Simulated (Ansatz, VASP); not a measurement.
## One structure in several programs: Y₂Ni₂Sn (Immm, 5 atoms in the cell)

Self-consistent single point.

```
CELL_PARAMETERS angstrom
     -2.13574     2.79784     4.14642
      2.13574    -2.79784     4.14642
      2.13574     2.79784    -4.14642
ATOMIC_POSITIONS crystal
  Y  0.70322 0.20322 0.50000
  Y  0.29678 0.79678 0.50000
  Ni 0.71180 0.50000 0.21180
  Ni 0.28820 0.50000 0.78820
  Sn 0.00000 0.00000 0.00000
```

Shared settings, as Ansatz (a first-principles code) writes them: kpoints.mp_grid.grid = 5 5 5; magnetization.spin_orbit = true; scf.occupations.method = fermi_dirac; scf.occupations.width = 0.01 Ry. Potentials and cutoffs stand in the table.

```tsv
code	model	pressure (GPa)	largest force (eV/Å)	cutoff
VASP	PBEsol, spin-orbit coupling, VASP's PBE PAW potentials (set 64)	-2.84	0.006	300 eV
Ansatz	PBEsol with spin-orbit coupling, PAW files made with PBE	-2.67	0.014	30.9 Ry
```

The spread over the programs that give each value: pressure within 0.17 GPa; largest force within 0.008 eV/Å.

Ansatz's pressure is given at a fixed set of plane waves, as the other plane-wave codes print theirs; with its correction for the finite basis it is -2.64 GPa.

VASP's run is marked for a possible Pulay error in its stress at this cutoff; no cutoff test was made.

The starting cell comes from a database of computed structures (which also holds hypothetical and non-ambient phases and stackings), without a prior relaxation at this level.

Left out of this page: Elk (with a known weakness of the program).

Keys are those of Ansatz 0.2.
